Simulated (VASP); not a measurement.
Given:

```
Y
1.0
    1.85124    -3.20403     0.00000
    1.85124     3.20403     0.00000
    0.00000     0.00000     5.88262
Y
2
Direct
  0.33333   0.66667   0.25000
  0.68496   0.35162   0.75000
```

Method: PW91 GGA, VASP's PBE PAW potentials (set 64) (plane waves; VASP). Settings: 400 eV cut-off, 10×10×6 Γ-centred mesh, first-order Methfessel-Paxton smearing of 0.10 eV, potentials Y_sv.

Question: Which forces act on the atoms, in eV/Å?

Answer: 
```tsv
atom	Fx	Fy	Fz
Y1	0.076	-0.004	0.000
Y2	-0.076	0.004	0.000
```

Question: Give the stress tensor in GPa (positive for a compressed cell).

Answer: 
```
-2.16  -0.16   0.00
-0.16  -2.13   0.00
 0.00   0.00  -3.72
```
The pressure is its mean diagonal, -2.67 GPa.

The compound is Y in the hcp structure. The cell was not relaxed at this level, atoms are displaced from their ideal sites. The run is one of a series of settings (GGA = 91 against the base run), some of them coarse on purpose.
